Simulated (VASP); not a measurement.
OSZICAR of a VASP run on MgH2 (rutile):

File OSZICAR:
```
       N       E                     dE             d eps       ncg     rms          rms(c)
DAV:   1    -0.540280155797E+01   -0.54028E+01   -0.33007E+03   384   0.790E+02
DAV:   2    -0.263001555158E+02   -0.20897E+02   -0.20456E+02   504   0.878E+01
DAV:   3    -0.270542596820E+02   -0.75410E+00   -0.75410E+00   536   0.230E+01
DAV:   4    -0.270557005714E+02   -0.14409E-02   -0.14409E-02   528   0.101E+00
DAV:   5    -0.270557072515E+02   -0.66801E-05   -0.66801E-05   544   0.552E-02    0.642E+00
DAV:   6    -0.247966909099E+02    0.22590E+01   -0.11411E+00   400   0.849E+00    0.325E+00
DAV:   7    -0.255256901686E+02   -0.72900E+00   -0.79177E-01   400   0.947E+00    0.792E-01
DAV:   8    -0.254251425154E+02    0.10055E+00   -0.10800E-01   488   0.307E+00    0.419E-01
DAV:   9    -0.254185955947E+02    0.65469E-02   -0.84686E-02   384   0.345E+00    0.371E-01
DAV:  10    -0.254289700584E+02   -0.10374E-01   -0.72333E-02   384   0.343E+00    0.374E-02
DAV:  11    -0.254268407770E+02    0.21293E-02   -0.30451E-03   384   0.792E-01    0.233E-02
DAV:  12    -0.254256856000E+02    0.11552E-02   -0.47192E-04   416   0.364E-01    0.154E-02
DAV:  13    -0.254262328964E+02   -0.54730E-03   -0.18586E-04   408   0.210E-01    0.600E-03
DAV:  14    -0.254258344071E+02    0.39849E-03   -0.16417E-04   384   0.196E-01    0.802E-04
DAV:  15    -0.254258279012E+02    0.65059E-05   -0.60542E-06   552   0.282E-02    0.143E-03
DAV:  16    -0.254258280794E+02   -0.17823E-06   -0.67877E-07   424   0.922E-03    0.264E-04
DAV:  17    -0.254258281880E+02   -0.10856E-06   -0.12378E-07   440   0.620E-03    0.139E-04
DAV:  18    -0.254258282729E+02   -0.84903E-07   -0.70050E-09   232   0.145E-03
   1 F= -.25425828E+02 E0= -.25425828E+02  d E =-.254258E+02
       N       E                     dE             d eps       ncg     rms          rms(c)
DAV:   1    -0.254259489609E+02   -0.12077E-03   -0.15097E-03   448   0.314E-01    0.153E-02
DAV:   2    -0.254259466256E+02    0.23353E-05   -0.11731E-05   432   0.330E-02    0.935E-03
DAV:   3    -0.254259488929E+02   -0.22673E-05   -0.74739E-06   384   0.316E-02    0.874E-04
DAV:   4    -0.254259457937E+02    0.30993E-05   -0.10970E-06   384   0.164E-02    0.592E-04
DAV:   5    -0.254259516372E+02   -0.58435E-05   -0.12952E-06   384   0.177E-02    0.393E-04
DAV:   6    -0.254259458923E+02    0.57449E-05   -0.10923E-06   384   0.160E-02    0.122E-04
DAV:   7    -0.254259458615E+02    0.30753E-07   -0.31674E-08   312   0.222E-03
   2 F= -.25425946E+02 E0= -.25425946E+02  d E =-.117589E-03
       N       E                     dE             d eps       ncg     rms          rms(c)
DAV:   1    -0.254260655910E+02   -0.11970E-03   -0.75996E-03   448   0.705E-01    0.343E-02
DAV:   2    -0.254260553494E+02    0.10242E-04   -0.59333E-05   432   0.745E-02    0.210E-02
DAV:   3    -0.254260680631E+02   -0.12714E-04   -0.38361E-05   384   0.717E-02    0.198E-03
DAV:   4    -0.254260529059E+02    0.15157E-04   -0.53981E-06   384   0.363E-02    0.134E-03
DAV:   5    -0.254260799044E+02   -0.26999E-04   -0.61069E-06   384   0.381E-02    0.866E-04
DAV:   6    -0.254260531869E+02    0.26717E-04   -0.53633E-06   384   0.350E-02    0.291E-04
DAV:   7    -0.254260529574E+02    0.22954E-06   -0.15071E-07   456   0.463E-03    0.678E-05
DAV:   8    -0.254260529112E+02    0.46170E-07   -0.24093E-08   264   0.216E-03
   3 F= -.25426053E+02 E0= -.25426053E+02  d E =-.224638E-03
```

**Question.** Which electronic solver shows in the log?

**Answer.** It is blocked Davidson (ALGO = Normal, or the opening steps of other solvers). The INCAR had ALGO = Normal.

**Question.** Can the final energy be trusted as converged?

**Answer.** The calculation finished and met its thresholds. It stopped with EDIFF = 1E-7, NELM = 100, NSW = 30 and EDIFFG = -0.01 after 3 ionic steps (SCAN meta-GGA, plane waves, VASP's PBE PAW potentials (set 64)).

The compound is MgH2 in the rutile structure. This cell is one point of a volume scan, at 1.03 of the reference volume. Symmetry was kept, so distortions that lower it aren't found.
